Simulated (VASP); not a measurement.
Data:

```yaml
crystal:
  lattice:
    - [-1.66874, 1.66874, 2.57271]
    - [1.66874, -1.66874, 2.57271]
    - [1.66874, 1.66874, -2.57271]
  atoms:
    - { symbol: In, position: [0.00000, 0.00000, 0.00000] }
```

Computed with RPBE GGA, VASP's PBE PAW potentials (set 64) (plane waves; VASP 6.6.1). Numerical set-up: 520 eV cut-off, 17×17×17 Γ-centred mesh, tetrahedra with Blöchl corrections, potentials In_d.

Unless said otherwise, spin-orbit coupling is left out, though it shifts the bands of the heavy elements here.

Q: What does the run give for the energy per atom (σ→0), band gap (on the k-mesh) with the smallest direct gap where there is one?

A: 
| Property | Result |
|---|---|
| band gap (on the k-mesh) | none (metal, semimetal or under 0.01 eV) |
| energy per atom (σ→0) | -212.1 kJ/mol of atoms |

The compound is In in the bct structure. It was relaxed first, which changed the volume by +10 %.
